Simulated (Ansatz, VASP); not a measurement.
# Ca2Al2Si9N8O11 (oxynitride glass): VASP beside Ansatz, part 2 of 2

One calculation is typed for both programs; each brings its own data sets. How far apart do they land? Of the first pair: The structure shown is the start of the Ansatz relaxation below; VASP solves that cell, so the two are compared at the walk's first step.

VASP 6.6.1 and Ansatz 0.2.0.

So far. Step 3 (VASP: single point, PBE, start cell, pair 1): The run ends at a pressure of 4.12 GPa, with forces up to 2.7 eV/Å.

### Step 4. Differences

Known differences besides the potentials themselves: the cutoff is 420 eV in Ansatz and 520 eV in VASP (PREC = Accurate, projectors in real space). Total energies have different zeros and are not compared.

Forces on 9 of the 32 atoms, those with the largest forces and the largest differences (eV/Å; atoms numbered as in POSCAR):

| atom | Ansatz x, y, z | VASP x, y, z |
| --- | --- | --- |
| Si2 | -1.238, 0.011, -1.352 | -1.234, 0.028, -1.425 |
| Si3 | 1.538, -0.646, 0.559 | 1.514, -0.661, 0.552 |
| Si5 | -0.795, 0.656, 1.615 | -0.832, 0.751, 1.534 |
| Si6 | -0.226, 0.554, -0.899 | -0.283, 0.619, -0.953 |
| Si8 | 0.480, -2.491, 0.941 | 0.489, -2.522, 0.957 |
| O16 | 0.698, -0.483, 1.175 | 0.725, -0.574, 1.230 |
| O18 | 0.044, 1.808, -0.768 | 0.043, 1.824, -0.770 |
| O19 | -0.660, -0.423, 1.489 | -0.689, -0.399, 1.529 |
| O22 | 1.073, -0.806, 0.901 | 1.099, -0.829, 0.965 |

The forces differ by 30 meV/Å r.m.s., which is 3.8 % of the r.m.s. force of 0.775 eV/Å (both taken over all components).

### Step 5. Ansatz: relaxation, PBE

This run makes the geometry at which the two programs are then compared. The cell compared in this pair holds 385.37 Å³, against 380.67 Å³ for the pair before.

The structure compared here is the end of the Ansatz relaxation.

input.yaml

```yaml
crystal:
  lattice:
    - [7.2473955934, 0.0, 0.0]
    - [0.0, 7.2473955934, 0.0]
    - [0.0, 0.0, 7.2473955934]
  atoms:
    - { symbol: Si, position: [0.999375, 0.673924, 0.221107] }
    - { symbol: Si, position: [0.312018, 0.149597, 0.282459] }
    - { symbol: Si, position: [0.03874, 0.203865, 0.952971] }
    - { symbol: Si, position: [0.354838, 0.73457, 0.43416] }
    - { symbol: Si, position: [0.688165, 0.080547, 0.817767] }
    - { symbol: Si, position: [0.640276, 0.447435, 0.304916] }
    - { symbol: Si, position: [0.746208, 0.751852, 0.558133] }
    - { symbol: Si, position: [0.410919, 0.352557, 0.948686] }
    - { symbol: Si, position: [0.764987, 0.515781, 0.911112] }
    - { symbol: Al, position: [0.07127, 0.792663, 0.815967] }
    - { symbol: Al, position: [0.303817, 0.049692, 0.678922] }
    - { symbol: Ca, position: [0.036682, 0.373705, 0.579703] }
    - { symbol: Ca, position: [0.786083, 0.064369, 0.26313] }
    - { symbol: O, position: [0.290242, 0.204444, 0.49551] }
    - { symbol: O, position: [0.380018, 0.931782, 0.320597] }
    - { symbol: O, position: [0.732655, 0.940015, 0.979069] }
    - { symbol: O, position: [0.193324, 0.382642, 0.899965] }
    - { symbol: O, position: [0.540396, 0.522199, 0.896357] }
    - { symbol: O, position: [0.288755, 0.801552, 0.637849] }
    - { symbol: O, position: [0.098033, 0.742855, 0.043279] }
    - { symbol: O, position: [0.181574, 0.613137, 0.355377] }
    - { symbol: O, position: [0.756849, 0.320374, 0.438624] }
    - { symbol: O, position: [0.684014, 0.956177, 0.621108] }
    - { symbol: O, position: [0.896618, 0.792732, 0.388247] }
    - { symbol: "N", position: [0.565051, 0.633713, 0.44246] }
    - { symbol: "N", position: [0.822663, 0.281454, 0.880894] }
    - { symbol: "N", position: [0.078025, 0.04183, 0.788741] }
    - { symbol: "N", position: [0.814501, 0.539939, 0.148996] }
    - { symbol: "N", position: [0.866503, 0.647197, 0.734938] }
    - { symbol: "N", position: [0.464699, 0.156137, 0.833286] }
    - { symbol: "N", position: [0.10688, 0.156743, 0.170988] }
    - { symbol: "N", position: [0.473271, 0.309013, 0.186878] }
  symmetry: { detect: false }
kpoints:
  mp_grid: { grid: [2, 2, 2] }
scf:
  occupations: { method: fermi_dirac, width: 0.05 }
hamiltonian:
  xc: pbe
  pseudopotentials: { kind: paw, azcp: { folder: soft_1 } }
output:
  forces: true
  stress: true
relax:
  f_tol: 0.04
  max_steps: 100
  escape_saddle: false
  cell: { stress_tol: 0.4, fix: [] }
```

Launch:

```console
$ ansatz run input.yaml --threads 4 --pin off --max-ram 14336MiB --backend cpu --events-out ev --progress --plain --runs-dir out
```

Numbers of over 12 decimals in the logs are rounded to 6 here.

What it wrote:

```text
[...]
Crystal: 32 atoms, lattice volume = 380.668 Å³
Basis set: ecut = 420 eV, 7441 PW (Γ), exchange–correlation on 100×100×100 points (8 copies of the dense FFT grid, shifted against one another)
Bands: 116, of which v1, the nominal top of the filled ones, is band 84 counted from 1 (83 counted from 0)
Symmetry: 1 space group operations
k-points: 8
[...]
- { symbol: N, position: [0.559925, 0.639965, 0.439249] }
    - { symbol: N, position: [0.837622, 0.279797, 0.871166] }
    - { symbol: N, position: [0.074960, 0.045917, 0.782870] }
    - { symbol: N, position: [0.807778, 0.543480, 0.143031] }
    - { symbol: N, position: [0.875843, 0.640195, 0.730206] }
    - { symbol: N, position: [0.476623, 0.143804, 0.837788] }
    - { symbol: N, position: [0.083868, 0.155320, 0.181355] }
    - { symbol: N, position: [0.466012, 0.311434, 0.184990] }
[key lines of the parts left out:]
SCF converged after 5 iterations
Free energy (F): -19780.822283 eV
Fermi energy:    7.937772 eV
P = ⅓ Tr σ = 0.1138 GPa (1.138 kbar)
```

### Step 6. VASP: single point, PBE, relaxed cell, pair 2

The same cell, functional, mesh and smearing now go to VASP, with its own data sets.

INCAR

```
SYSTEM = Ca2Al2Si9N8O11
PREC = Accurate
ENCUT = 600
EDIFF = 1E-06
NELM = 120
ISMEAR = -1
SIGMA = 0.05
LREAL = Auto
ALGO = Normal
GGA = PE
NBANDS = 108
LORBIT = 11
LWAVE = .FALSE.
LCHARG = .FALSE.
ISIF = 2
LASPH = .TRUE.
GGA_COMPAT = .FALSE.
EFERMI = MIDGAP
KPAR = 4
```

POSCAR

```
Ca2Al2Si9N8O11
1.0
    7.2322550214     -0.2545435058     -0.0358150160
   -0.2545435058      7.3641903995     -0.0045887945
   -0.0358150160     -0.0045887945      7.2446109660
Si Al Ca O N
9 2 2 11 8
Direct
    0.9978127998      0.6755460769      0.2229461212
    0.2931964879      0.1534764295      0.2826398451
    0.0476395493      0.1980882967      0.9554554899
    0.3513656413      0.7455753787      0.4307397247
    0.6939459943      0.0726331128      0.8323042192
    0.6356359623      0.4542146762      0.3032920077
    0.7511294978      0.7491491515      0.5615037129
    0.4224372006      0.3363874873      0.9470464791
    0.7727804267      0.5022093090      0.9057346992
    0.0648344106      0.8052551763      0.8208406205
    0.3014643183      0.0572099942      0.6784022823
    0.0266064757      0.3621729680      0.5806307101
    0.7585894915      0.0594568793      0.2712533346
    0.2841842295      0.2159067278      0.4984395490
    0.3825328350      0.9413208913      0.3123704857
    0.7490947569      0.9385929551      0.9939383792
    0.2048611128      0.3745487638      0.8941371257
    0.5486886617      0.5147809763      0.8753708586
    0.2828044086      0.8087393585      0.6397604845
    0.1117334669      0.7501374490      0.0478592127
    0.1743792553      0.6029212650      0.3570478026
    0.7523011284      0.3283345922      0.4375438605
    0.6939313764      0.9550858642      0.6238394297
    0.9028676828      0.8028369261      0.3884445662
    0.5599253456      0.6399653393      0.4392489954
    0.8376218376      0.2797967978      0.8711662883
    0.0749597106      0.0459173138      0.7828701078
    0.8077778969      0.5434795570      0.1430308708
    0.8758434041      0.6401948041      0.7302055965
    0.4766228806      0.1438036404      0.8377883335
    0.0838684346      0.1553202605      0.1813552268
    0.4660123196      0.3114335812      0.1849895796
```

KPOINTS

```
Automatic mesh
0
Gamma
2 2 2
0 0 0
```

PAW data sets: Si, Al, Ca_sv, O and N (PBE family, release 64).

Launch:

```console
$ mpirun -np 4 vasp_std
```

What it wrote:

```text
[... set-up lines as in an earlier step ...]
 entering main loop
       N       E                     dE             d eps       ncg     rms          rms(c)
DAV:   1     0.127666897874E+04    0.12767E+04   -0.92023E+04  1728   0.164E+03
DAV:   2    -0.163493208562E+03   -0.14402E+04   -0.13965E+04  2152   0.379E+02
DAV:   3    -0.276721471994E+03   -0.11323E+03   -0.11259E+03  2176   0.112E+02
DAV:   4    -0.280209548401E+03   -0.34881E+01   -0.34789E+01  2552   0.178E+01
[...]
DAV:  16    -0.245083784440E+03   -0.53532E-05   -0.14628E-05  1920   0.136E-02    0.492E-03
DAV:  17    -0.245083785524E+03   -0.10832E-05   -0.20883E-06  1512   0.613E-03    0.255E-03
DAV:  18    -0.245083785566E+03   -0.42673E-07   -0.88378E-07  1280   0.352E-03
   1 F= -.24508379E+03 E0= -.24508379E+03  d E =-.819188E-15
```

OUTCAR, selected parts (step 6):

```text
  Total        0.0373016      0.1684257      0.0293938     -0.5658471     -0.0919482     -0.0877340
  in kB        0.1550829      0.7002366      0.1222057     -2.3525315     -0.3822782     -0.3647574
  external PRESSURE =       0.3258417 kB  Pullay stress =       0.0000000 kB

 POSITION                                       TOTAL-FORCE (eV/Angst)
 -----------------------------------------------------------------------------------
      7.03650      4.71984      1.57632        -0.027909     -0.031301      0.013546
      2.07128      1.05430      2.03641         0.014210      0.011330     -0.082481
      0.25990      1.44225      6.91929        -0.021563     -0.020299     -0.006389
      2.33596      5.39914      3.10454         0.049521     -0.036351     -0.001198
      4.97050      0.35443      6.00453        -0.033310      0.080502     -0.082990
      4.47060      3.18173      2.17238        -0.055966      0.050439     -0.054088
      5.22156      5.32311      4.03754        -0.008782     -0.036928      0.012625
      2.93563      2.36535      6.84431        -0.002819     -0.032719      0.016047
      5.42867      3.49750      6.53171         0.063695      0.009659     -0.011960
      0.23453      5.90978      5.94065         0.006819     -0.004706      0.007788
      2.14141      0.34146      4.90370         0.010595      0.011069      0.029563
      0.07944      2.65767      4.20383         0.005439      0.022974      0.005484
      5.46146      0.24351      1.93768        -0.016807      0.003460      0.026234
      1.98248      1.51535      3.59983         0.031463     -0.026830      0.034078
[...]
-----------------------------------------------------------------------------------
    total drift:                                0.001869      0.014204      0.007841

  FREE ENERGIE OF THE ION-ELECTRON SYSTEM (eV)
  ---------------------------------------------------
  free  energy   TOTEN  =      -245.0837855662 eV

  energy  without entropy=     -245.0837855662  energy(sigma->0) =     -245.08378557

[... 1 part as in an earlier step ...]

[... 2 further parts left out ...]
[key lines of the parts left out:]
E-fermi :   5.9719
```

The run ends at a pressure of 0.03 GPa, with forces up to 0.12 eV/Å.

### Step 7. Differences

What differs besides the data sets and the points named for the pairs above, as far as they apply: the cutoff is 420 eV in Ansatz and 600 eV in VASP (PREC = Accurate, projectors in real space); Ansatz's pressure holds a Pulay correction, VASP's none. Total energies have different zeros and are not compared.

Compared:

| quantity | Ansatz | VASP | difference |
| --- | --- | --- | --- |
| pressure (GPa) | 0.11 | 0.03 | +0.08 |
| gap on the k mesh (eV) | 3.534 | 3.531 | +0.003 |

Forces on 7 of the 32 atoms, those with the largest forces and the largest differences (eV/Å; atoms numbered as in POSCAR):

| atom | Ansatz x, y, z | VASP x, y, z |
| --- | --- | --- |
| Si2 | -0.004, -0.003, -0.029 | 0.014, 0.011, -0.082 |
| Si4 | -0.009, 0.008, 0.008 | 0.050, -0.036, -0.001 |
| Si5 | 0.003, -0.005, -0.007 | -0.033, 0.081, -0.083 |
| Si6 | 0.000, 0.000, -0.006 | -0.056, 0.050, -0.054 |
| Si9 | 0.005, 0.001, -0.008 | 0.064, 0.010, -0.012 |
| O16 | -0.001, 0.007, -0.001 | 0.032, -0.078, 0.029 |
| O20 | -0.001, 0.001, 0.004 | 0.014, 0.020, -0.050 |

The forces differ by 27 meV/Å r.m.s., where the r.m.s. force is 0.006 eV/Å in Ansatz and 0.027 eV/Å in VASP: the atoms lie near their places of rest in Ansatz, so a percentage would say little (all taken over all components). A gap on the mesh is an upper bound, since the band edges may lie between its points.

### Step 8. Summary of results

```json
{
 "r.m.s. force difference (single point, PBE, start cell, pair 1)": "3.8 % of the r.m.s. force",
 "r.m.s. force difference (single point, PBE, relaxed cell, pair 2)": "27 meV/Å"
}
```

In words: The r.m.s. force difference is 27 meV/Å (single point, PBE, relaxed cell, pair 2), beyond the 12 meV/Å picked in this series as the mark of a large difference. What causes the difference of the single point, PBE, start cell, pair 1 pair stays open here. What causes the difference of the single point, PBE, relaxed cell, pair 2 pair stays open here. How closely two codes agree says nothing of how well the functional describes the real material.

[Lines on the potential files, build, host, timing and source positions are cut from VASP's logs without a mark.]

[Logs are printed without paths, hosts, clocks, repeated set-up lines and the standing remarks that a program may print on its own settings, such as how far it seeks lower states.]

[Hosts, paths, dates, database ids (printed as entryN), source tags and the programs' standing remarks are cut or masked in the printed files.]
